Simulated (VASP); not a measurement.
A convergence study with VASP on Ru (hcp): one setting is varied, all else stays as given below, so the limit is that of these other settings. The cell's lengths are 1 % over those of the tabulated start and one atom is moved, so it is off equilibrium.

```
Ru
1.0
    1.36855    -2.37040     0.00000
    1.36855     2.37040     0.00000
    0.00000     0.00000     4.32280
Ru
2
Direct
  0.33333   0.66667   0.25000
  0.68881   0.35547   0.75000
```

Level of theory: PBEsol GGA, VASP's PBE PAW potentials (set 64) (plane waves; VASP). The tightest run used: 1000 eV cut-off, 17×17×10 Γ-centred mesh, first-order Methfessel-Paxton smearing of 0.10 eV, potentials Ru_pv.

```json
[
 {"setting": "ENCUT = 150", "E (eV/atom)": "-5.9049", "pressure (GPa)": "-687.54", "largest force (eV/Å)": "0.559", "plane waves": "124"},
 {"setting": "ENCUT = 200", "E (eV/atom)": "-9.7573", "pressure (GPa)": "-113.12", "largest force (eV/Å)": "0.331", "plane waves": "190"},
 {"setting": "ENCUT = 250", "E (eV/atom)": "-10.1242", "pressure (GPa)": "-21.88", "largest force (eV/Å)": "0.364", "plane waves": "265"},
 {"setting": "ENCUT = 300", "E (eV/atom)": "-10.1381", "pressure (GPa)": "-16.45", "largest force (eV/Å)": "0.364", "plane waves": "343"},
 {"setting": "ENCUT = 350", "E (eV/atom)": "-10.1269", "pressure (GPa)": "-17.36", "largest force (eV/Å)": "0.363", "plane waves": "430"},
 {"setting": "ENCUT = 400", "E (eV/atom)": "-10.1255", "pressure (GPa)": "-16.51", "largest force (eV/Å)": "0.364", "plane waves": "537"}
]
```

Problem. These are the cheaper rows. Estimate the results at ENCUT = 1000, and how far the last row shown lies from them.

Solution. 
```tsv
quantity	tightest run	last row shown is off by
E (eV/atom)	-10.1257	0.0002
pressure (GPa)	-15.62	-0.89
largest force (eV/Å)	0.364	0.000
```

Left out are rungs that failed or repeat a setting and relaxations that didn't move; long series are thinned to 24 rows.

The compound is Ru in the hcp structure. The cell was not relaxed at this level, it is distorted from the ideal structure.
